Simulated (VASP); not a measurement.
Given:

```
Ho
1.0
    1.80156    -3.12040     0.00000
    1.80156     3.12040     0.00000
    0.00000     0.00000     5.54393
Ho
2
Direct
  0.33333   0.66667   0.25000
  0.66667   0.33333   0.75000
```

Level of theory: PW91 GGA, VASP's PBE PAW potentials (set 64) (plane waves; VASP). Run with 520 eV cut-off, Gaussian smearing of 0.050 eV, potentials Ho_3.

The 4f electrons are frozen in the core of the lanthanide potential, so 4f levels, which can set the real gap, and their magnetism are missing.

Task: Give the energies of bands 7 to 12 at the high-symmetry points, in eV from the Fermi level.

Result: 
| band | Γ | M | K | A | L | H |
|---|---|---|---|---|---|---|
| 7 | -5.26 | -1.99 | -0.87 | -3.61 | -1.94 | -0.58 |
| 8 | -2.17 | -1.39 | -0.79 | -3.61 | -1.94 | -0.58 |
| 9 | 1.32 | -0.90 | -0.79 | 1.10 | 0.10 | -0.40 |
| 10 | 1.83 | -0.06 | -0.45 | 1.10 | 0.10 | -0.40 |
| 11 | 1.83 | 1.46 | 1.22 | 1.71 | 1.61 | 0.54 |
| 12 | 2.38 | 1.67 | 1.22 | 1.71 | 1.61 | 0.54 |

It has no gap at this level: it comes out as a metal or semimetal.

The compound is Ho in the hcp structure. It was relaxed first.
